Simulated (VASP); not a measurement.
A convergence study with VASP on CsCl (CsCl type): one setting is varied, all else stays as given below, so the limit is that of these other settings.

```
CsCl
1.0
    4.12000     0.00000     0.00000
    0.00000     4.12000     0.00000
    0.00000     0.00000     4.12000
Cs Cl
1 1
Cartesian
  0.00000   0.00000   0.00000
  2.06000   2.06000   2.06000
```

Method: PBE GGA, VASP's PBE PAW potentials (set 64) (plane waves; VASP). The tightest run used: 550 eV cut-off, 11×11×11 Monkhorst-Pack mesh, Gaussian smearing of 0.050 eV, potentials Cs_sv Cl.

The settings run are 1×1×1 mesh; 2×2×2 mesh; 3×3×3 mesh; 4×4×4 mesh; 5×5×5 mesh; 6×6×6 mesh; 7×7×7 mesh; 8×8×8 mesh; 9×9×9 mesh; 10×10×10 mesh; 11×11×11 mesh. From which on does the energy per atom stay within 0.001 eV/atom of the tightest run?

From 4×4×4 mesh on: it is off by 0.0002 there and by no more than 0.001 in any finer run, while 3×3×3 mesh is off by 0.0029.
```tsv
setting	E (eV/atom)	pressure (GPa)	irreducible k-points	difference judged (eV/atom)
1×1×1 mesh	-1.1177	21.08	1	2.1453
2×2×2 mesh	-3.3112	0.47	1	0.0482
3×3×3 mesh	-3.2602	1.13	4	0.0029
4×4×4 mesh	-3.2632	1.09	4	0.0002
5×5×5 mesh	-3.2630	1.09	10	0.0000
6×6×6 mesh	-3.2630	1.09	10	0.0000
7×7×7 mesh	-3.2630	1.09	20	0.0000
8×8×8 mesh	-3.2630	1.09	20	0.0000
9×9×9 mesh	-3.2630	1.09	35	0.0000
10×10×10 mesh	-3.2630	1.09	35	0.0000
11×11×11 mesh	-3.2630	1.09	56	0.0000
```

Left out are rungs that failed or repeat a setting and relaxations that didn't move; long series are thinned to 24 rows.

The compound is CsCl in the CsCl type structure. The cell was not relaxed at this level.
